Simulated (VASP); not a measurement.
Here is a VASP 6.6.1 calculation.

Contents of INCAR:

```
SYSTEM = TiPbO4
PREC = Accurate ; ENCUT = 520
EDIFF = 1E-7 ; ISMEAR = 0
SIGMA = 0.02 ; LREAL = .False.
LASPH = .True. ; NELM = 80
ALGO = Normal ; ISIF = 2
LWAVE = .False. ; LCHARG = .False.
GGA = PE ; KPAR = 8
```

The input KPOINTS:

```
regular mesh
0
Gamma
  4 4 6
  0 0 0
```

File POSCAR:

```
TiPbO4
1.0
    3.4389500000     -3.4587900000      0.0000000000
    3.4389500000      3.4587900000      0.0000000000
    0.0000000000      0.0000000000      3.1825800000
Ti Pb O
1 1 4
Direct
    0.5000000000      0.5000000000      0.5000000000
    0.0000000000      0.0000000000      0.0000000000
    0.2126400000      0.2126400000      0.5000000000
    0.7873600000      0.7873600000      0.5000000000
    0.6772410000      0.3227590000      0.0000000000
    0.3227590000      0.6772410000      0.0000000000
```

Potentials or basis: VASP PAW PBE potentials, release 64 (Ti_sv, Pb_d, O).

Launch:

```sh
$ cat potpaw_PBE.64/Ti_sv/POTCAR potpaw_PBE.64/Pb_d/POTCAR potpaw_PBE.64/O/POTCAR > POTCAR
$ mpirun -np 8 vasp_std > vasp.out
```

Problem. Estimate the largest force.

Solution. 0.007 eV/Å.

Problem. Estimate the pressure.

Solution. 0.0 GPa.

Forces on the atoms (eV/Å):
```
Ti   0.000  0.000  0.000
Pb   0.000  0.000  0.000
O   -0.006  0.000  0.000
O    0.006  0.000  0.000
O    0.000 -0.007  0.000
O    0.000  0.007  0.000
```
